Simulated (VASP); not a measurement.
All values below come from PBE GGA, VASP's PBE PAW potentials (set 64) (plane waves; VASP).

VASP input:

### INCAR
```
SYSTEM = Cd
PREC = Accurate; ENCUT = 300; LREAL = .False.
LASPH = .True.
EDIFF = 1E-6; NELM = 100; ALGO = Normal
LMAXMIX = 4
ISMEAR = -1; SIGMA = 0.136
GGA = PE
ISIF = 2
LWAVE = .False.; LCHARG = .False.
```

**POSCAR**
```
Cd
1.0
  1.4900000000  -2.5807560000   0.0000000000
  1.4900000000   2.5807560000   0.0000000000
  0.0000000000   0.0000000000   5.6200000000
Cd
2
Cartesian
  1.4900000000   0.8602537205   1.4050000000
  1.4900000000  -0.8602537205   4.2150000000
```

**KPOINTS_OPT**
```
k-points along high-symmetry lines
6
Line-mode
Reciprocal
  0.000000   0.000000   0.000000 ! GAMMA
  0.000000   0.500000   0.000000 ! M

  0.000000   0.500000   0.000000 ! M
 -0.333333   0.666667   0.000000 ! K

 -0.333333   0.666667   0.000000 ! K
  0.000000   0.000000   0.000000 ! GAMMA

  0.000000   0.000000   0.000000 ! GAMMA
  0.000000   0.000000   0.500000 ! A

  0.000000   0.000000   0.500000 ! A
  0.000000   0.500000   0.500000 ! L

  0.000000   0.500000   0.500000 ! L
 -0.333333   0.666667   0.500000 ! H

 -0.333333   0.666667   0.500000 ! H
  0.000000   0.000000   0.500000 ! A

  0.000000   0.500000   0.500000 ! L
  0.000000   0.500000   0.000000 ! M

 -0.333333   0.666667   0.500000 ! H
 -0.333333   0.666667   0.000000 ! K
```

### KPOINTS
```
Automatic mesh
0
Gamma
15 15 7
0 0 0
```

POTCAR, in this order: Cd (PBE.64 set). Program: vasp_std.

Problem. What will the output report for the number of irreducible k-points (NKPTS), largest plane-wave count, number of space-group operations, FFT grid (NGX, NGY, NGZ)?

Solution. 
```
Item                                          Result
--------------------------------------  ------------
number of irreducible k-points (NKPTS)           108
largest plane-wave count                         522
number of space-group operations                  24
FFT grid (NGX, NGY, NGZ)                18 × 18 × 32
```

The structure is a typed Cd crystal. The cell was not relaxed at this level.
